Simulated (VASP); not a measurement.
Consider the following.

```xyz
3
Lattice="0.0000 3.3863 3.3863 3.3863 0.0000 3.3863 3.3863 3.3863 0.0000" Properties=species:S:1:pos:R:3 pbc="T T T"
Mg     1.6932     1.6932     1.6932
Mg     5.0795     5.0795     5.0795
Sn     3.3863     6.7727     3.3863
```

Calculation: optB88-vdW, VASP's PBE PAW potentials (set 64) (plane waves; VASP). Run with 520 eV cut-off, 8×8×8 Γ-centred mesh, first-order Methfessel-Paxton smearing of 0.10 eV, potentials Mg Sn_d.

Unless said otherwise, spin-orbit coupling is left out, though it shifts the bands of the heavy elements here.

**Question.** What does the run give for the energy per atom (σ→0), band gap (on the k-mesh) with the smallest direct gap where there is one?

**Answer.** 
| Item | Result |
|---|---|
| band gap (on the k-mesh) | none (metal, semimetal or under 0.01 eV) |
| energy per atom (σ→0) | -0.398 eV/atom |

The absolute energy has meaning only against runs of the same code, potentials and settings.

The compound is Mg2Sn in the antifluorite structure. It was relaxed first.
